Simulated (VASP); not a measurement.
Set up this calculation in VASP 6.6.1, as the native input.

| Item | Value |
| --- | --- |
| Task | relaxation of cell and atoms |
| Functional | PBEsol |
| Potentials or basis | VASP PAW PBE potentials, release 64 (Fe) |
| Cutoff | 480 eV |
| k mesh | 20 × 20 × 20 |
| Occupations | gaussian, width 0.1 eV |
| Spin | collinear spin, ferromagnetic start |
| Starting moments | [3.0] μB |
| Further INCAR settings | ALGO = Normal; EDIFF = 1e-07; IBRION = 2; EDIFFG = -0.005; NSW = 90; ISIF = 3 |

The structure of Fe lies in POSCAR:

```
Fe
1.0
   -1.4295500000      1.4295500000      1.4295500000
    1.4295500000     -1.4295500000      1.4295500000
    1.4295500000      1.4295500000     -1.4295500000
Fe
1
Direct
    0.0000000000      0.0000000000      0.0000000000
```

The input as run:

INCAR

```
SYSTEM = Fe
ALGO     = Normal         ! electronic algorithm
EDIFF    = 1E-7           ! SCF threshold, eV
EDIFFG   = -0.005         ! ionic threshold
ENCUT    = 480            ! plane-wave cutoff, eV
GGA      = PS             ! functional
IBRION   = 2              ! ionic algorithm
ISIF     = 3              ! what is computed and relaxed
ISMEAR   = 0              ! smearing method
ISPIN    = 2              ! spin polarisation
LASPH    = .True.         ! aspherical terms in the spheres
LCHARG   = .False.        ! write CHGCAR
LMAXMIX  = 4              ! l up to which the mixer works
LORBIT   = 11             ! projections on sites
LREAL    = .False.        ! projectors in reciprocal space
LWAVE    = .False.        ! write WAVECAR
MAGMOM   = 3              ! initial moments
NELM     = 100            ! most SCF steps
NSW      = 90             ! ionic steps
PREC     = Accurate       ! precision mode
SIGMA    = 0.1            ! smearing width, eV
```

KPOINTS

```
k-points
0
Gamma
  20 20 20
  0 0 0
```

Potentials or basis: VASP PAW PBE potentials, release 64 (Fe).

Launch:

```console
$ cat potpaw_PBE.64/Fe/POTCAR > POTCAR
$ mpirun -np 1 vasp_std > vasp.out
```

It gave:

| Quantity | Value |
| --- | --- |
| Relaxed volume | 10.81 Å³/atom |
| Relaxed cell | a = 2.412 Å, b = 2.412 Å, c = 2.412 Å, α = 109.47°, β = 109.47°, γ = 109.47° |
| Space group after relaxing (to 0.05 Å) | Im-3m (No. 229) |
| Energy gained by relaxing | 40.8 meV/atom |
| Ionic steps | 4 |
| Pressure after relaxing | -0.1 GPa |
| Band gap on the k mesh | none (metal or under the smearing width) |
| Net moment | 2.09 μB per cell |
| Site moments | Fe +2.07 μB |
| Valence electrons inside the program's atomic spheres | Fe 7.38 |

Caveat: the PAW data sets were made with another functional, which shifts forces and pressure a little.

Wall time 110 s on 1 thread of Intel(R) Xeon(R) Platinum 8488C (Sapphire Rapids), on a shared host, peak memory 0.18 GiB.
